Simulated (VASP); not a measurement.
Input:

```
HfC
1.0
    0.00000     2.31726     2.31726
    2.31726     0.00000     2.31726
    2.31726     2.31726     0.00000
Hf C
1 1
Cartesian
  0.00000   0.00000   0.00000
  2.31726   2.31726   2.31726
```

These are r2SCAN meta-GGA, VASP's PBE PAW potentials (set 64) (plane waves; VASP) values and carry that method's errors. Numerical set-up: 600 eV cut-off, 12×12×12 Γ-centred mesh, first-order Methfessel-Paxton smearing of 0.10 eV, potentials Hf_pv C.

Energy and stress use the plane-wave basis of the starting cell.

Problem. The ions, cell shape and volume at an external pressure of 20.0 GPa are relaxed. What does this cell relax into?

Solution. 
```
HfC
1.0
    0.00000     2.26398     2.26398
    2.26398     0.00000     2.26398
    2.26398     2.26398     0.00000
Hf C
1 1
Direct
  0.00000   0.00000   0.00000
  0.50000   0.50000   0.50000
```
Space group Fm-3m (225), at a tolerance of 0.03 Å.

Problem. How do energy and volume change from the first to the last step?

Solution. The energy (σ→0) changes by +49.0 meV/atom and the volume by -6.7 %, in 7 ionic steps.

| step | E(σ→0) (eV) | max force (eV/Å) | pressure (GPa) | volume (Å³) |
|---|---|---|---|---|
| 1 | -57.3436 | 0.000 | -0.20 | 24.89 |
| 2 | -56.0762 | 0.000 | 94.50 | 19.65 |
| 3 | -57.2579 | 0.000 | 18.62 | 23.31 |
| 4 | -57.2480 | 0.000 | 19.79 | 23.23 |
| 5 | -57.2440 | 0.000 | 20.25 | 23.20 |
| 6 | -57.2505 | 0.000 | 19.50 | 23.25 |
| 7 | -57.2457 | 0.000 | 20.06 | 23.21 |

The compound is HfC in the rock salt structure. This run relaxes it under an external pressure of 20 GPa. Symmetry was kept, so distortions that lower it aren't found.
